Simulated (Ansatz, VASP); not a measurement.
## Cross-check of Bi (Bismuth) between VASP and Ansatz

Aim: how closely do two programs agree when they are given the same cell, functional and k mesh? The cell is taken from a series of runs on this material, whose earlier steps may have relaxed, scaled, displaced or heated it; both programs get it as it stands.

Program: Ansatz 0.2.0. Level of theory: plane waves, with VASP 6.6.1 beside it; zone-centre phonons at PBEsol. Results are calculated unless marked as measured.

**1. Starting point**

The structure is trigonal, space group R-3m (No. 166). The conventional cell has a = 4.486 Å, b = 4.486 Å, c = 11.383 Å, α = 90.00°, β = 90.00°, γ = 120.00°. Nearest to Bi lie 6 Bi at 3.07 to 3.37 Å.

**2. VASP: zone-centre phonons, PBEsol**

Second derivatives magnify differences that forces hide, and they need a tight electronic threshold.

Lines of VASP's logs that name or quote its potential files are left out, and so is its time.

The input, INCAR:

```
SYSTEM = Bi
PREC = Accurate
ENCUT = 500
EDIFF = 1E-08
NELM = 120
ISMEAR = 1
SIGMA = 0.2
LREAL = .FALSE.
ALGO = Normal
GGA = PS
NBANDS = 21
LORBIT = 11
LWAVE = .FALSE.
LCHARG = .FALSE.
ISIF = 2
IBRION = 8
LASPH = .TRUE.
GGA_COMPAT = .FALSE.
KPAR = 2
```

The input, POSCAR:

```
Bi
1.0
    2.2430883253      1.2950476485      3.7942714678
   -2.2430883253      1.2950476485      3.7942714678
    0.0000000000     -2.5900952969      3.7942714678
Bi
2
Direct
    0.2386917785      0.2386917785      0.2386917785
    0.7613082215      0.7613082215      0.7613082215
```

The input, KPOINTS:

```
Automatic mesh
0
Gamma
12 12 12
0 0 0
```

The projector-augmented-wave data sets are Bi_d (PBE family, release 64).

The run is started by

```
> mpirun -np 2 vasp_std
```

Numbers of over 12 decimals in the logs are rounded to 6 here.

The log of the run:

```text
[banner, memory and clock lines left out]
running    2 mpi-ranks, on    1 nodes
 distrk:  each k-point on    1 cores,    2 groups
 distr:  one band on    1 cores,    1 groups

 POSCAR found type information on POSCAR Bi
 POSCAR found :  1 types and       2 ions
|                                                                             |
|               ----> ADVICE to this user running VASP <----                  |
|                                                                             |
|     You enforced a specific xc type in the INCAR file but a different       |
|     [... a line on the potential file left out ...]
|     I HOPE YOU KNOW WHAT YOU ARE DOING!                                     |
|                                                                             |

 LDA part: xc-table for (Slater+PW92), standard interpolation
 POSCAR, INCAR and KPOINTS ok, starting setup
 FFT: planning ... GRIDC
 FFT: planning ... GRID_SOFT
 FFT: planning ... GRID
 WAVECAR not read
 entering main loop
       N       E                     dE             d eps       ncg     rms          rms(c)
DAV:   1     0.299486644093E+03    0.29949E+03   -0.15996E+04  7943   0.170E+03
DAV:   2     0.162186006458E+02   -0.28327E+03   -0.27687E+03  8003   0.441E+02
DAV:   3    -0.774662407016E+01   -0.23965E+02   -0.23650E+02  9467   0.145E+02
DAV:   4    -0.857070371595E+01   -0.82408E+00   -0.82353E+00  9554   0.294E+01
DAV:   5    -0.860663990369E+01   -0.35936E-01   -0.35935E-01 11201   0.550E+00    0.105E+00
DAV:   6    -0.859511225348E+01    0.11528E-01   -0.20912E-02 10315   0.168E+00    0.607E-01
DAV:   7    -0.859051617145E+01    0.45961E-02   -0.12509E-02 10554   0.137E+00    0.119E-01
DAV:   8    -0.859045399916E+01    0.62172E-04   -0.13224E-03  9215   0.460E-01    0.154E-02
DAV:   9    -0.859045897625E+01   -0.49771E-05   -0.56136E-05 12026   0.693E-02    0.721E-03
DAV:  10    -0.859045841444E+01    0.56181E-06   -0.22868E-06  9585   0.115E-02    0.157E-03
DAV:  11    -0.859045855069E+01   -0.13625E-06   -0.26732E-07 10788   0.390E-03    0.702E-04
DAV:  12    -0.859045851992E+01    0.30765E-07   -0.40406E-08  7582   0.232E-03    0.186E-04
DAV:  13    -0.859045856713E+01   -0.47212E-07   -0.65150E-09  5294   0.950E-04    0.462E-05
DAV:  14    -0.859045857182E+01   -0.46875E-08   -0.13055E-09  5014   0.421E-04
   1 F= -.85904586E+01 E0= -.85910720E+01  d E =0.184020E-02
 Linear response reoptimize wavefunctions to high precision
DAV:   1    -0.859045857426E+01   -0.24429E-08   -0.52029E-10  5174   0.299E-04
DAV:   2    -0.859045857433E+01   -0.62300E-10   -0.18680E-10  4854   0.148E-04
 Linear response DOF=           2
 Linear response progress:
  Degree of freedom:   1/  2
       N       E                     dE             d eps       ncg     rms          rms(c)
RMM:   1    -0.328504787159E+00   -0.32850E+00    0.23460E-01 48289   0.843E+00
RMM:   2    -0.337162431842E+00   -0.86576E-02   -0.20530E-02 62343   0.119E+00    0.458E-02
RMM:   3    -0.337398468858E+00   -0.23604E-03   -0.17049E-03 66709   0.335E-01    0.262E-02
RMM:   4    -0.337302902062E+00    0.95567E-04   -0.13994E-04 68778   0.104E-01    0.606E-03
RMM:   5    -0.337311541481E+00   -0.86394E-05   -0.18794E-05 65131   0.343E-02    0.238E-03
RMM:   6    -0.337315131292E+00   -0.35898E-05   -0.44743E-06 67777   0.149E-02    0.102E-03
RMM:   7    -0.337311707277E+00    0.34240E-05   -0.13523E-06 67592   0.499E-03    0.329E-04
RMM:   8    -0.337307258348E+00    0.44489E-05    0.27513E-07 68837   0.184E-03    0.113E-04
RMM:   9    -0.337305233686E+00    0.20247E-05    0.96682E-07 70406   0.781E-04    0.291E-05
RMM:  10    -0.337305249908E+00   -0.16222E-07   -0.35225E-10 72480   0.379E-04    0.219E-05
RMM:  11    -0.337304981939E+00    0.26797E-06    0.17318E-07 70637   0.230E-04    0.118E-05
RMM:  12    -0.337304546922E+00    0.43502E-06    0.98313E-08 69709   0.152E-04    0.439E-06
RMM:  13    -0.337304661536E+00   -0.11461E-06    0.30684E-08 72794   0.104E-04    0.309E-06
RMM:  14    -0.337304564171E+00    0.97364E-07    0.22112E-08 70307   0.853E-05    0.544E-07
RMM:  15    -0.337304555071E+00    0.91002E-08    0.68742E-09 74802   0.759E-05    0.273E-07
 first order change of Fermi-energy  -0.13188E-04
 force on displaced ion       1 direction 1 :  -1.470   0.000   0.000
 Linear response progress:
  Degree of freedom:   2/  2
       N       E                     dE             d eps       ncg     rms          rms(c)
RMM:   1    -0.329030814558E+00   -0.32903E+00    0.25559E-01 10504   0.851E+00
RMM:   2    -0.337580347162E+00   -0.85495E-02   -0.19776E-02 13601   0.118E+00    0.409E-02
RMM:   3    -0.337717608353E+00   -0.13726E-03   -0.15981E-03 14564   0.325E-01    0.230E-02
RMM:   4    -0.337541195278E+00    0.17641E-03   -0.13862E-04 14822   0.105E-01    0.553E-03
RMM:   5    -0.337550989809E+00   -0.97945E-05   -0.17632E-05 14875   0.325E-02    0.314E-03
RMM:   6    -0.337563024378E+00   -0.12035E-04   -0.31488E-06 14019   0.144E-02    0.823E-04
RMM:   7    -0.337563542291E+00   -0.51791E-06   -0.40908E-07 14722   0.478E-03    0.533E-04
RMM:   8    -0.337560419195E+00    0.31231E-05   -0.48058E-08 13138   0.176E-03    0.955E-05
RMM:   9    -0.337559728492E+00    0.69070E-06    0.82997E-09 15370   0.821E-04    0.506E-05
RMM:  10    -0.337559490313E+00    0.23818E-06    0.26566E-08 15095   0.329E-04    0.314E-05
RMM:  11    -0.337559278832E+00    0.21148E-06   -0.10608E-08 14645   0.193E-04    0.812E-06
RMM:  12    -0.337559294937E+00   -0.16105E-07   -0.27199E-08 15570   0.121E-04    0.222E-06
RMM:  13    -0.337559294870E+00    0.67060E-10   -0.92189E-09 14987   0.893E-05    0.944E-07
 first order change of Fermi-energy   0.27932E+00
 force on displaced ion       1 direction 3 :   0.000  -0.000  -3.701
 Linear response finished
```

OUTCAR, selected parts (step 2):

```text
ion  position               nearest neighbor table
   1  0.239  0.239  0.239-   2 3.07   2 3.07   2 3.07   2 3.37   2 3.37   2 3.37
   2  0.761  0.761  0.761-   1 3.07   1 3.07   1 3.07   1 3.37   1 3.37   1 3.37

  LATTYP: Found a trigonal (rhomboedric) cell.
 ALAT       =     4.5940276031
 COS(alpha) =     0.5232007704

 Subroutine GETGRP returns: Found 12 space group operations
 (whereof 12 operations were pure point group operations)

The static configuration has the point symmetry D_3d.

 Found    189 irreducible k-points:

   k-points           NKPTS =    189   k-points in BZ     NKDIM =    189   number of bands    NBANDS=     21

   dimension x,y,z NGX =    36 NGY =   36 NGZ =   36
   dimension x,y,z NGXF=    72 NGYF=   72 NGZF=   72

   ENCUT  =  500.0 eV  36.75 Ry    6.06 a.u.   8.38  8.38  8.38*2*pi/ulx,y,z

   NELECT =      30.0000    total number of electrons

 k-points in reciprocal lattice and weights: Automatic mesh
   0.00000000  0.00000000  0.00000000       0.001
   0.08333333  0.00000000  0.00000000       0.003
   0.16666667 -0.00000000  0.00000000       0.003
   0.25000000 -0.00000000  0.00000000       0.003
   0.33333333  0.00000000  0.00000000       0.003
   0.41666667 -0.00000000 -0.00000000       0.003
   0.50000000 -0.00000000  0.00000000       0.002
   0.08333333  0.08333333  0.00000000       0.003
   0.16666667  0.08333333 -0.00000000       0.007
[...]
-0.41666667  0.50000000  0.41666667       0.003
   0.50000000  0.50000000  0.50000000       0.001

 average (electrostatic) potential at core
       1-103.6884       2-103.6884

  Total        0.7052897      0.7052897      0.7029286     -0.0000000      0.0000000      0.0000000
  in kB       17.0870198     17.0870198     17.0298190     -0.0000000      0.0000000      0.0000000
  external PRESSURE =      17.0679528 kB  Pullay stress =       0.0000000 kB

  energy-cutoff  :      500.00
  volume of cell :       66.13
      direct lattice vectors                 reciprocal lattice vectors
     2.243088325  1.295047648  3.794271468     0.222906960  0.128695393  0.087851735
    -2.243088325  1.295047648  3.794271468    -0.222906960  0.128695393  0.087851735
     0.000000000 -2.590095297  3.794271468     0.000000000 -0.257390787  0.087851735

 POSITION                                       TOTAL-FORCE (eV/Angst)
 -----------------------------------------------------------------------------------
      0.00000      0.00000      2.71698         0.000000      0.000000      0.002913
      0.00000      0.00000      8.66583         0.000000     -0.000000     -0.002913
 -----------------------------------------------------------------------------------
    total drift:                                0.000000      0.000000     -0.000000

 Eigenvectors and eigenvalues of the dynamical matrix
 ----------------------------------------------------

   1 f  =    2.942177 THz    18.486241 2PiTHz   98.140451 cm-1    12.167860 meV
             X         Y         Z           dx          dy          dz
      0.000000  0.000000  2.716984     0.000000    0.000000    0.707107
      0.000000  0.000000  8.665830    -0.000000   -0.000000   -0.707107

   2 f  =    1.854072 THz    11.649481 2PiTHz   61.845199 cm-1     7.667824 meV
             X         Y         Z           dx          dy          dz
      0.000000  0.000000  2.716984    -0.000003   -0.707107    0.000000
      0.000000  0.000000  8.665830     0.000003    0.707107   -0.000000

   3 f  =    1.854072 THz    11.649481 2PiTHz   61.845199 cm-1     7.667824 meV
             X         Y         Z           dx          dy          dz
      0.000000  0.000000  2.716984     0.707107   -0.000003    0.000000
      0.000000  0.000000  8.665830    -0.707107    0.000003   -0.000000

   4 f  =    0.000000 THz     0.000000 2PiTHz    0.000001 cm-1     0.000000 meV
             X         Y         Z           dx          dy          dz
      0.000000  0.000000  2.716984    -0.010153   -0.025807    0.706563
      0.000000  0.000000  8.665830    -0.010153   -0.025807    0.706563

   5 f  =    0.000000 THz     0.000000 2PiTHz    0.000001 cm-1     0.000000 meV
             X         Y         Z           dx          dy          dz
      0.000000  0.000000  2.716984     0.591153    0.387331    0.022642
      0.000000  0.000000  8.665830     0.591153    0.387331    0.022642

   6 f/i=    0.000000 THz     0.000000 2PiTHz    0.000001 cm-1     0.000000 meV
             X         Y         Z           dx          dy          dz
      0.000000  0.000000  2.716984     0.387859   -0.591024   -0.016014
      0.000000  0.000000  8.665830     0.387859   -0.591024   -0.016014

 ELASTIC MODULI CONTR FROM IONIC RELAXATION (kBar)
 Direction    XX          YY          ZZ          XY          YZ          ZX
 --------------------------------------------------------------------------------
 XX        -149.2815     48.2294    -90.5339     -0.0000    200.8594      0.0000
 YY          48.2294   -149.2815    -90.5339      0.0000   -200.8594     -0.0000
 ZZ         -90.5339    -90.5339   -162.2210     -0.0000     -0.0000      0.0000
 XY          -0.0000      0.0000     -0.0000    -98.7554      0.0000    198.4882
 YZ         200.8594   -200.8594     -0.0000      0.0000   -408.5293     -0.0000
 ZX           0.0000     -0.0000      0.0000    198.4882     -0.0000   -398.9405
 --------------------------------------------------------------------------------
```

The PAW data sets were made with PBE, which is usual practice but a small mismatch for other functionals.

**3. Ansatz: zone-centre phonons, PBEsol**

Ansatz runs on its PAW soft_1 files.

The same cell, functional, mesh and smearing now go to Ansatz, which takes its cutoff from its data sets.

The input, input.yaml:

```yaml
crystal:
  lattice:
    - [2.2430883253, 1.2950476485, 3.7942714678]
    - [-2.2430883253, 1.2950476485, 3.7942714678]
    - [0.0, -2.5900952969, 3.7942714678]
  atoms:
    - { symbol: Bi, position: [0.2386917785, 0.2386917785, 0.2386917785] }
    - { symbol: Bi, position: [0.7613082215, 0.7613082215, 0.7613082215] }
kpoints:
  mp_grid: { grid: [12, 12, 12] }
hamiltonian:
  xc: pbesol
  pseudopotentials: { kind: paw, azcp: { folder: soft_1 }, xc_functional: pbe }
scf:
  occupations: { method: methfessel_paxton, width: 0.2 }
output:
  eigenvalues: true
phonons:
  method: dfpt
```

The run is started by

```
> ansatz run input.yaml --threads 4 --pin off --max-ram 10240MiB --backend cpu --events-out ev --progress --plain --runs-dir out
```

The log of the run:

```text
Engine: ansatz 0.2.0, x86_64-unknown-linux-gnu
Pseudopotentials: kind: paw
Pseudopotential: Bi, paw, valence charge 15, recommended cutoff 420 eV (normal), soft_1/Bi.paw.azcp
Functional definition: PBEsol
  exchange = pbesol_x
  correlation = pbesol_c
Crystal: 2 atoms, lattice volume = 66.132 Å³
Basis set: ecut = 420 eV, 1291 PW (Γ), exchange–correlation on 64×64×64 points (8 copies of the dense FFT grid, shifted against one another)
Bands: 19, of which v1, the nominal top of the filled ones, is band 15 counted from 1 (14 counted from 0)
Symmetry: 12 space group operations
k-points: 476 of 1728 (irreducible under 2 space group operations, time reversal used)
Non-local potential: Bi, projectors of the file, l = 0: 2, l = 1: 2, l = 2: 2, l = 3: 1
PAW form: soft (Blöchl's): semilocal exchange-correlation on the pseudo side does not see the compensation charge
PAW frozen core: Bi, regenerated for the run's functional, and the local potential with it (the file was generated under x = pbe(κ = 0.804, μ = 0.219515), c = pbe(β = 0.066725))
PAW one-centre angular grid: Bi, 590 points (default); XC on 64 Gauss nodes
Initial density: superposition of atomic densities (chi_scale 0.1, normalization cell)
Initial wavefunctions: pseudopotential atomic-orbital guess
Functional: x = pbesol(κ = 0.804, μ = 0.123457), c = pbesol(β = 0.046)
SCF iter   1: F=—  HF=-24488.929236 eV  |F-HF|=—  |Δ(HF+E_count)|=         —  Δρ=1.11e-2  dr2=6.88e-2  ethr=3.10e-3  ⟨swp⟩=5.5  Hψ=43602  notcnv=0
preconditioner: auto → Kerker (q_TF=auto, 2.392 Å⁻¹)  [metal: Δε(μ)=0.080 eV  Ē_g=20.352 eV  σ=0.200 eV  W_gap=0.32  n_scr=14 (ndim 8)  ℏωp=25.0 eV  f_vac=0.000  D(μ)=0.22/eV (n_scr^D=0)]
SCF iter   2: F=—  HF=-24488.920468 eV  |F-HF|=—  |Δ(HF+E_count)|=   8.77e-3  S|Δr|=    0.00e0  Δρ=7.16e-3  dr2=2.94e-2  ethr=2.29e-4  ⟨swp⟩=1.0  Hψ=12852  notcnv=0
SCF iter   3: F=—  HF=-24488.916919 eV  |F-HF|=—  |Δ(HF+E_count)|=   3.55e-3  S|Δr|=    0.00e0  Δρ=8.59e-4  dr2=7.09e-4  ethr=9.82e-5  ⟨swp⟩=2.0  Hψ=16190  notcnv=0
SCF iter   4: F=—  HF=-24488.916888 eV  |F-HF|=—  |Δ(HF+E_count)|=   3.08e-5  S|Δr|=    0.00e0  Δρ=3.40e-4  dr2=9.38e-5  ethr=2.36e-6  ⟨swp⟩=2.0  Hψ=16190  notcnv=0
SCF iter   5: F=—  HF=-24488.916885 eV  |F-HF|=—  |Δ(HF+E_count)|=   2.99e-6  S|Δr|=    0.00e0  Δρ=1.48e-4  dr2=2.25e-5  ethr=3.13e-7  ⟨swp⟩=2.0  Hψ=15325  notcnv=0
SCF iter   6: F=—  HF=-24488.916887 eV  |F-HF|=—  |Δ(HF+E_count)|=   1.28e-6  S|Δr|=    0.00e0  Δρ=2.80e-5  dr2=8.48e-7  ethr=7.52e-8  ⟨swp⟩=2.3  Hψ=15403  notcnv=0
SCF iter   7: F=—  HF=-24488.916885 eV  |F-HF|=—  |Δ(HF+E_count)|=   1.36e-6  S|Δr|=    0.00e0  Δρ=4.91e-6  dr2=3.08e-8  ethr=2.83e-9  ⟨swp⟩=3.0  Hψ=16348  notcnv=0
SCF iter   8: F=—  HF=-24488.916885 eV  |F-HF|=—  |Δ(HF+E_count)|=   2.62e-9  S|Δr|=    0.00e0  Δρ=1.10e-6  dr2=1.28e-9  ethr=1.03e-10  ⟨swp⟩=2.1  Hψ=11750  notcnv=0
SCF iter   9: F=—  HF=-24488.916885 eV  |F-HF|=—  |Δ(HF+E_count)|=  9.09e-11  S|Δr|=    0.00e0  Δρ=1.89e-7  dr2=2.00e-11  ethr=4.27e-12  ⟨swp⟩=3.0  Hψ=16647  notcnv=0
SCF iter  10: F=-24488.916885 eV  HF=-24488.916885 eV  |F-HF|=7.28e-12  |Δ(HF+E_count)|=  2.91e-11  S|Δr|=    0.00e0  Δρ=4.36e-8  dr2=1.75e-12  ethr=1.00e-12  ⟨swp⟩=5.0  Hψ=34979  notcnv=0
SCF 1 converged in 10 iterations: F = -24488.916885 eV  dr2 = 1.75e-12
  greatest PAW one-centre occupation: 0.988 electrons in one spin orbital (limit 2), on the Bi atom at site 1 (counted from 0), in its partial waves of l = 2
DFPT response loops at Γ: preconditioner auto → Kerker (q_TF=auto, 2.392 Å⁻¹) (partly filled bands, converged f_vac=0.000); β = 1.00, the filter's whole step (`scf.mixing.beta` (0.50) is not read by the response loops under this deck's `scf.mixing.preconditioner`; to damp them name `kerker` or `kerker_dos`, under which they read `scf.mixing.beta`, and type it under 1.00, their step now; both keys bind the ground state too); Broyden in place of MSR1
SCF converged after 10 iterations
Stability not checked: this state was not tested for a lower state beside it, because cold or Methfessel-Paxton smearing, or corrected tetrahedra, fill the levels in a way that the test cannot read (fill_not_monotonic; see scf.lower_state_search)
Free energy (F): -24488.916885 eV
Harris-Foulkes:  -24488.916885 eV  (|F-HF|=7.28e-12)
Internal energy: -24488.918720 eV  (E = F + TS)
E sigma→0 (E₀):  -24488.917344 eV
Entropy (-TS):   0.001835 eV (0.917 meV/atom)
Fermi energy:    10.525338 eV
--- Per-component energies (eV) ---
  E_band       = -195.316749
  E_kinetic    = 509.960870
  E_local      = -2612.979294  (includes V_loc(G=0)·N_el)
  E_nonlocal   = 820.732618
  E_hartree    = 970.640391
  E_xc         = -301.172030
  E_vxc        = -262.384152  (∫ρ·V_xc dr)
  E_paw        = -21019.308692  (= ΣΔE_a)
  E_vpaw       = -591.928008  (= ΣTr[D̂ρ^β])
  E_aug_tail   = 0.000428  (compensation charges beyond the density's cutoff)
  E_ewald      = -2856.972599
  E_core_change = 0.179589  (= ΣΔE_core)
  E_smearing   = 0.001835  (= −TS)
  E_closure    = -0.000000  (closes the sum)
  Σ components = -24488.916885   (vs F -24488.916885, Δ=0.00e0)
--- Band table (eV; the first three rows and the last of 476) ---
  k-point 0: bands = [... 11 lower, 3.2570, 8.9706, 9.1747, 9.1747, 13.4350, 13.6742, 13.6742, 15.9609]
  k-point 1: bands = [... 11 lower, 3.0707, 9.0047, 9.1832, 9.2125, 13.2284, 13.3282, 13.4555, 15.6359]
  k-point 2: bands = [... 11 lower, 2.5663, 9.0771, 9.2141, 9.3212, 12.5029, 12.8305, 12.9254, 15.4259]
  k-point 475: bands = [... 11 lower, 0.1254, 9.7186, 9.9784, 9.9784, 10.8841, 10.8841, 10.9655, 18.0138]
--- Phonons (Γ-DFPT): 2 representative perturbations + reference, on 476 of 1728 k-points (Σ response iterations 6) ---
  k mesh reduced under 2 symmetry operations, with k and −k counted as one. Each operation leaves every solved perturbation unchanged. A smaller set is not used because it would not reduce the number of displacements times k-points to solve
  ASR residual: 1.484e-5 → 0.000e0 eV/Å²; symmetrization residual: 1.257e-5 eV/Å²
  ASR residual per site (eV/Å²): 1.48e-5 1.48e-5
  Γ frequencies (cm⁻¹): 0.00 0.00 0.00 61.79 61.79 97.89
  non-analytic LO–TO correction: not included (Born effective charges unavailable; polar crystals: no LO–TO splitting at Γ)
```

**4. Differences**

Known differences besides the potentials themselves: the cutoff is 420 eV in Ansatz and 500 eV in VASP; Ansatz makes its cores anew for this functional, VASP keeps those of its PBE data sets. Total energies have different zeros and are not compared.

Both answers:

```csv
quantity,Ansatz,VASP,difference
optical mode 1 to 2 (cm⁻¹),61.8,61.8,-0.09 %
optical mode 3 (cm⁻¹),97.9,98.1,-0.26 %
```

Modes are paired by rising frequency, not by their patterns, so a pair may set unlike modes beside each other; they are those without the splitting of longitudinal modes.

**5. Summary of results**

```json
{
  "r.m.s. difference of the optical zone-centre modes, each program's sorted by frequency (zone-centre phonons, PBEsol)": "0.15 cm⁻¹"
}
```

What this shows: The r.m.s. difference of the optical zone-centre modes, each program's sorted by frequency is 0.15 cm⁻¹ (zone-centre phonons, PBEsol). Such differences can come from data sets, numerical settings and the points named under the comparisons, not from the functional's error against experiment.

[Lines on the potential files, build, host, timing and source positions are cut from VASP's logs without a mark.]

[Logs are printed without paths, hosts, clocks, repeated set-up lines and the standing remarks that a program may print on its own settings, such as how far it seeks lower states.]

[Hosts, paths, dates, database ids (printed as entryN), source tags and the programs' standing remarks are cut or masked in the printed files.]
